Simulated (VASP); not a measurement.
Calculation: PBE GGA, VASP's PBE PAW potentials (set 64) (plane waves; VASP).

VASP input:

File KPOINTS:
```
Automatic mesh
0
Gamma
5 5 5
0 0 0
```

File POSCAR:
```
As
1.0
  3.6803640000  -1.8800000000   0.0000000000
  3.6803640000   1.8800000000   0.0000000000
  2.7200240000   0.0000000000   3.1114220000
As
2
Direct
  0.2144820000   0.2286300000   0.2326630000
  0.7855180000   0.7713700000   0.7673370000
```

INCAR:
```
NELM=100
LWAVE=F
ISMEAR=0   # Gaussian
ENCUT=300   # plane-wave cut-off (eV)
EDIFF=1E-6   # SCF stop (eV)
GGA=PE   # PBE
LASPH=T   # aspherical one-centre terms
SYSTEM=As
SIGMA=0.2
LMAXMIX=4
PREC=Accurate
LREAL=F   # projection in real space or not
ISIF=2
ALGO=Normal   # blocked Davidson
LCHARG=F
```

KPOINTS_OPT:
```
k-points along high-symmetry lines
8
Line-mode
Reciprocal
  0.000000   0.000000   0.000000 ! GAMMA
  0.000000  -0.500000   0.000000 ! X

  0.500000   0.500000   0.500000 ! Y
  0.000000   0.000000   0.000000 ! GAMMA

  0.000000   0.000000   0.000000 ! GAMMA
 -0.500000   0.000000   0.000000 ! Z

  0.000000   0.000000   0.500000 ! R
  0.000000   0.000000   0.000000 ! GAMMA

  0.000000   0.000000   0.000000 ! GAMMA
  0.000000   0.500000   0.500000 ! T

 -0.500000  -0.500000   0.000000 ! U
  0.000000   0.000000   0.000000 ! GAMMA

  0.000000   0.000000   0.000000 ! GAMMA
  0.500000   0.000000   0.500000 ! V
```

POTCAR, in this order: As (PBE.64 set). Program: vasp_std.

Q: Predict the energy per atom (σ→0), pressure, largest force, band gap (over mesh and band path).

A: 
The energy per atom (σ→0) is -451.0 kJ/mol of atoms, the band gap (over mesh and band path) is none (metal, semimetal or under 0.01 eV) and the pressure is 4.31 GPa. The largest force is 0.613 eV/Å.

OSZICAR:
```
...
DAV:   5    -0.937048530936E+01   -0.82922E-05   -0.82924E-05  1288   0.632E-02    0.347E+00
DAV:   6    -0.935933096786E+01    0.11154E-01   -0.54868E-03  1221   0.565E-01    0.208E+00
DAV:   7    -0.935372156804E+01    0.56094E-02   -0.11995E-02  1182   0.860E-01    0.820E-02
DAV:   8    -0.935385273221E+01   -0.13116E-03   -0.23974E-04  1184   0.113E-01    0.236E-02
DAV:   9    -0.935388605003E+01   -0.33318E-04   -0.39476E-05  1312   0.509E-02    0.103E-02
DAV:  10    -0.935388603253E+01    0.17503E-07   -0.28366E-06  1221   0.113E-02
   1 F= -.93538860E+01 E0= -.93488945E+01  d E =-.998300E-02
       N       E                     dE             ncg
```

The structure is a typed As crystal. The cell was not relaxed at this level, atoms are displaced from their ideal sites. The k-mesh is coarse (spacing up to 0.40 per Å, 2π included), so the numbers may not be converged in it.
